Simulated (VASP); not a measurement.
Consider the following.

```yaml
crystal:
  lattice:
    - [1.77392, -3.07251, 0.00000]
    - [1.77392, 3.07251, 0.00000]
    - [0.00000, 0.00000, 5.44733]
  atoms:
    - { symbol: Ho, position: [0.33333, 0.66667, 0.25000] }
    - { symbol: Ho, position: [0.66667, 0.33333, 0.75000] }
```

Method: PBEsol GGA, VASP's PBE PAW potentials (set 64) (plane waves; VASP). Numerical set-up: 400 eV cut-off, 13×13×8 Γ-centred mesh, tetrahedra with Blöchl corrections, potentials Ho_3.

The 4f electrons are frozen in the core of the lanthanide potential, so 4f levels, which can set the real gap, and their magnetism are missing.

**Question.** Predict the energy per atom (σ→0), band gap (on the k-mesh) with the smallest direct gap where there is one.

**Answer.** 
```
Quantity                                                     Value
------------------------  ----------------------------------------
band gap (on the k-mesh)  none (metal, semimetal or under 0.01 eV)
energy per atom (σ→0)                               -4.940 eV/atom
```

The absolute energy has meaning only against runs of the same code, potentials and settings.

The compound is Ho in the hcp structure. It was relaxed first.
